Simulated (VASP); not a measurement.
Calculation: rev-vdW-DF2, VASP's PBE PAW potentials (set 64) (plane waves; VASP).

Input for VASP

KPOINTS:
```
Regular mesh
0
gamma
 9 9 9
```

File POSCAR:
```
Li2O
1
    0.0000000000     2.2999668349     2.2999668349
    2.2999668349     0.0000000000     2.2999668349
    2.2999668349     2.2999668349     0.0000000000
Li O
2 1
Direct
  0.2500000000   0.2500000000   0.2500000000
  0.7500000000   0.7500000000   0.7500000000
  0.0000000000   0.0000000000   0.0000000000
```

INCAR:
```
! general
SYSTEM    =  Li2O
PREC      =  Accurate
ENCUT     =  520
LREAL     =  .FALSE.
LASPH     =  .TRUE.

! electronic loop
EDIFF     =  1E-7
NELM      =  100
ALGO      =  Normal

! smearing
ISMEAR    =  -5

! functional
GGA       =  MK
LUSE_VDW  =  .TRUE.
AGGAC     =  0.0
PARAM1    =  0.1234568
PARAM2    =  0.7114
ZAB_VDW   =  -1.8867

! ions
ISIF      =  2

! output
LWAVE     =  .FALSE.
LCHARG    =  .TRUE.
LORBIT    =  11
NEDOS     =  601

! other
LEFG      =  .TRUE.
```

POTCAR, in this order: Li_sv O (PBE.64 set). Program: vasp_std.

### Question
Predict the energy per atom (σ→0).

### Answer

```
Item                            Value
---------------------  --------------
energy per atom (σ→0)  -3.904 eV/atom
```

**OSZICAR**
```
...
DAV:   7    -0.117185653793E+02    0.33657E-01   -0.23984E-01   778   0.422E+00    0.147E+00
DAV:   8    -0.117130644304E+02    0.55009E-02   -0.64521E-02   848   0.307E+00    0.355E-01
DAV:   9    -0.117120205841E+02    0.10438E-02   -0.76476E-03   906   0.812E-01    0.110E-01
DAV:  10    -0.117125010070E+02   -0.48042E-03   -0.88751E-04   764   0.259E-01    0.650E-02
DAV:  11    -0.117124604409E+02    0.40566E-04   -0.70291E-05   888   0.109E-01    0.127E-02
DAV:  12    -0.117124609939E+02   -0.55299E-06   -0.69317E-06   846   0.280E-02    0.161E-03
DAV:  13    -0.117124610849E+02   -0.90940E-07   -0.96861E-07   868   0.944E-03
   1 F= -.11712461E+02 E0= -.11712461E+02  d E =0.000000E+00
```

The compound is Li2O in the antifluorite structure. It was relaxed first.
